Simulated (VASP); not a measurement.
Given:

```
NbN
1.0
    0.00000     2.18867     2.18867
    2.18867     0.00000     2.18867
    2.18867     2.18867     0.00000
Nb N
1 1
Cartesian
  0.00000   2.18867   2.18867
  2.18867   2.18867   2.18867
```

The numbers are results of PBEsol GGA with spin-orbit coupling, VASP's PBE PAW potentials (set 64) (plane waves; VASP), not measurements. Run with 520 eV cut-off, 13×13×13 Γ-centred mesh, Gaussian smearing of 0.050 eV, potentials Nb_sv N.

Q: Predict the energy per atom (σ→0), band gap (over mesh and band path) with the smallest direct gap where there is one.

A: 
| Quantity | Result |
|---|---|
| band gap (over mesh and band path) | none (metal, semimetal or under 0.01 eV) |
| energy per atom (σ→0) | -10.996 eV/atom |

The compound is NbN in the rock salt structure, the cubic δ form, which competes with hexagonal ones. It was relaxed first. VASP warned that the highest band is occupied, so more bands are needed.
